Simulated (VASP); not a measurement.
Here is the system:

```
ErSb
1.0
    0.00000     3.03048     3.03048
    3.03048     0.00000     3.03048
    3.03048     3.03048     0.00000
Er Sb
1 1
Cartesian
  0.00000   0.00000   0.00000
  3.03048   3.03048   3.03048
```

Computed with PBEsol GGA, VASP's PBE PAW potentials (set 64) (plane waves; VASP). Run with 530 eV cut-off, 9×9×9 Γ-centred mesh, first-order Methfessel-Paxton smearing of 0.10 eV, potentials Er_3 Sb.

The 4f electrons are frozen in the core of the lanthanide potential, so 4f levels, which can set the real gap, and their magnetism are missing. Finite-difference elastic constants of metals are sensitive to mesh and smearing; shear constants can be off by tens of GPa.

Q: Give the elastic stiffness tensor with the ions relaxed (GPa, in the frame of the cell).

A: 
```json
[
 {"": "xx", "xx": "166", "yy": "18.7", "zz": "18.7", "yz": "0.0", "xz": "0.0", "xy": "0.0"},
 {"": "yy", "xx": "18.7", "yy": "166", "zz": "18.7", "yz": "0.0", "xz": "0.0", "xy": "0.0"},
 {"": "zz", "xx": "18.7", "yy": "18.7", "zz": "166", "yz": "0.0", "xz": "0.0", "xy": "0.0"},
 {"": "yz", "xx": "0.0", "yy": "0.0", "zz": "0.0", "yz": "18.6", "xz": "0.0", "xy": "0.0"},
 {"": "xz", "xx": "0.0", "yy": "0.0", "zz": "0.0", "yz": "0.0", "xz": "18.6", "xy": "0.0"},
 {"": "xy", "xx": "0.0", "yy": "0.0", "zz": "0.0", "yz": "0.0", "xz": "0.0", "xy": "18.6"}
]
```

Q: What does the run give for the Hill bulk modulus, Hill shear modulus, Young's modulus, Poisson's ratio?

A: 
| Quantity | Value |
|---|---|
| Hill bulk modulus | 67.7 GPa |
| Hill shear modulus | 33.6 GPa |
| Young's modulus | 86.4 GPa |
| Poisson's ratio | 0.287 |

The structure comes from a measured ErSb entry (Fm-3m) of the Crystallography Open Database, whose conditions weren't checked. It was relaxed first.
